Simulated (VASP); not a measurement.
## Ir (relaxed from the bcc structure, space group Im-3m): computed properties

Level of theory: PBEsol GGA, VASP's PBE PAW potentials (set 64) (plane waves; VASP).

For Ir, the space group comes out as Im-3m (229). The cell is a = b = c = 3.079 Å, α = β = γ = 90.00°. The volume per atom comes out as 14.60 Å^3/atom and the band gap (over mesh and band path) is none (metal, semimetal or under 0.01 eV). The density is 21.87 g/cm³.

```cif
data_Ir2
_chemical_formula_sum 'Ir2'
_space_group_name_H-M_alt 'Im-3m'
_space_group_IT_number 229
_space_group_name_Hall '-I 4 2 3'
_cell_length_a 3.07903
_cell_length_b 3.07903
_cell_length_c 3.07903
_cell_angle_alpha 90.000
_cell_angle_beta 90.000
_cell_angle_gamma 90.000
loop_
_atom_site_label
_atom_site_type_symbol
_atom_site_symmetry_multiplicity
_atom_site_Wyckoff_symbol
_atom_site_fract_x
_atom_site_fract_y
_atom_site_fract_z
_atom_site_occupancy
Ir1 Ir 2 a 0.00000 0.00000 0.00000 1
```
(The calculation used a cell of 1 atom; values per cell refer to that cell.)

Unless said otherwise, spin-orbit coupling is left out, though it shifts the bands of the heavy elements here.

The structure was generated: Ir was put into the bcc type (Im-3m), which need not be its known phase. It was relaxed first. Symmetry was kept, so distortions that lower it aren't found.
